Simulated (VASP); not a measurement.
An input for Ansatz (written as the equivalent of a VASP run, and not itself run):

Ansatz 0.2 input:
```yaml
crystal:
  lattice:
    - [0.0000000, 1.8050000, 1.8050000]
    - [1.8050000, 0.0000000, 1.8050000]
    - [1.8050000, 1.8050000, 0.0000000]
  atoms:
    - { symbol: Cu, position: [0.0000000, 0.0000000, 0.0000000] }
kpoints:
  mp_grid: { grid: [16, 16, 16] }
hamiltonian:
  xc: r2scan
  pseudopotentials: { kind: paw }
scf:
  occupations: { method: methfessel_paxton, width: 0.1 }
  max_iter: 100
relax:
  max_steps: 60
  f_tol: 0.01
  cell: {}
output: { forces: true, stress: true, eigenvalues: true }
```

### Question
Translate this input to VASP (INCAR, KPOINTS, POSCAR, choice of POTCAR).

### Answer
This is not unique; one that fits is 
KPOINTS:
```
Automatic mesh
0
Gamma
16 16 16
0 0 0
```

POSCAR:
```
Cu
1
    0.0000000000     1.8050000000     1.8050000000
    1.8050000000     0.0000000000     1.8050000000
    1.8050000000     1.8050000000     0.0000000000
Cu
1
Direct
  0.0000000000   0.0000000000   0.0000000000
```

INCAR:
```
SYSTEM = Cu
PREC = Accurate
ENCUT = 480
EDIFF = 1E-6
NELM = 100
ALGO = Normal
LREAL = .FALSE.
LASPH = .TRUE.
ISMEAR = 1
SIGMA = 0.1
METAGGA = R2SCAN
LMIXTAU = .TRUE.
LMAXMIX = 4
LWAVE = .FALSE.
LCHARG = .FALSE.
IBRION = 2
ISIF = 3
NSW = 60
EDIFFG = -0.01
```

POTCAR, in this order: Cu (PBE.64 set). Program: vasp_std.

Limits of the translation: each code has its own PAW files, so the cut-off isn't converted (ENCUT is set for VASP's; basis.ecutwfc is left out, and Ansatz then takes the one that its files recommend); Ansatz stops its SCF on the density residual and VASP on the energy change (EDIFF).

The compound is Cu in the fcc structure. This run relaxes it. Symmetry was kept, so distortions that lower it aren't found.
